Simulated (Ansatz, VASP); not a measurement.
# Y2Lu: VASP beside Ansatz

```xyz
6
Lattice="0.0000 4.6244 4.6244 4.6244 0.0000 4.6244 4.6244 4.6244 0.0000" Properties=species:S:1:pos:R:3 pbc="T T T"
Y     1.1561    1.1561    1.1561
Y     1.1561    3.4683    3.4683
Y     3.4683    3.4683    1.1561
Y     3.4683    1.1561    3.4683
Lu    4.6244    4.6244    4.6244
Lu    6.9366    6.9366    6.9366
```

Change from the starting cell: species swapped into the SmRh2 type (Fd-3m, No. 227).

Alike in both runs: functional PBE; k mesh 4 × 4 × 4; occupations gaussian, width 0.1 eV; no spin polarisation.

Ansatz relaxed the structure, and its values are those at the end. VASP's run is a single point on that final structure, the one shown.

```csv
,VASP,Ansatz
version,VASP 6.6.1,Ansatz 0.2.0
potentials or method,"VASP PAW PBE potentials, release 64 (Y_sv, Lu)","scalar-relativistic, plane waves, PAW"
plane-wave cutoff (eV),520,420
valence electrons in the cell,94,94
```

```tsv
	VASP	Ansatz	Ansatz less VASP
gap on the k mesh at the Fermi level (eV)	none	none	-
pressure (GPa)	0.0	0.0	+0.06
```

A gap of «none» marks a metal or a gap that the smearing closes.

The runs have no spin-orbit coupling, so splittings on Lu are missing.
